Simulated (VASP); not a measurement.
Calculation: revTPSS meta-GGA, VASP's PBE PAW potentials (set 64) (plane waves; VASP 6.6.1).

Input for VASP

File POSCAR:
```
Hf
1
    1.5813615341    -2.7389984852     0.0000000000
    1.5813615341     2.7389984852     0.0000000000
    0.0000000000     0.0000000000     5.0027902801
Hf
2
Direct
  0.3333330000   0.6666670000   0.2500000000
  0.6666670000   0.3333330000   0.7500000000
```

KPOINTS_OPT:
```
k-points along high-symmetry lines
6
Line-mode
Reciprocal
  0.000000   0.000000   0.000000 ! GAMMA
  0.000000   0.500000   0.000000 ! M

  0.000000   0.500000   0.000000 ! M
 -0.333333   0.666667   0.000000 ! K

 -0.333333   0.666667   0.000000 ! K
  0.000000   0.000000   0.000000 ! GAMMA

  0.000000   0.000000   0.000000 ! GAMMA
  0.000000   0.000000   0.500000 ! A

  0.000000   0.000000   0.500000 ! A
  0.000000   0.500000   0.500000 ! L

  0.000000   0.500000   0.500000 ! L
 -0.333333   0.666667   0.500000 ! H

 -0.333333   0.666667   0.500000 ! H
  0.000000   0.000000   0.500000 ! A

  0.000000   0.500000   0.500000 ! L
  0.000000   0.500000   0.000000 ! M

 -0.333333   0.666667   0.500000 ! H
 -0.333333   0.666667   0.000000 ! K
```

**KPOINTS**
```
K-points
0
Gamma
15 15 8
0 0 0
```

**INCAR**
```
SYSTEM = Hf
PREC = Accurate; ENCUT = 520; LREAL = .False.
LASPH = .True.
EDIFF = 1E-7; NELM = 100; ALGO = Normal
LMAXMIX = 6; LMIXTAU = .True.
ISMEAR = -5
METAGGA = RTPSS
ISIF = 2
LWAVE = .False.; LCHARG = .False.; LORBIT = 11
NEDOS = 601
```

POTCAR, in this order: Hf_pv (PBE.64 set). Program: vasp_std.

Q: What will the output report for the number of irreducible k-points (NKPTS), largest plane-wave count, number of space-group operations, FFT grid (NGX, NGY, NGZ)?

A: 
* **number of irreducible k-points (NKPTS)**: 135
* **largest plane-wave count**: 1194
* **number of space-group operations**: 24
* **FFT grid (NGX, NGY, NGZ)**: 24 × 24 × 40

The compound is Hf in the hcp structure. It was relaxed first.
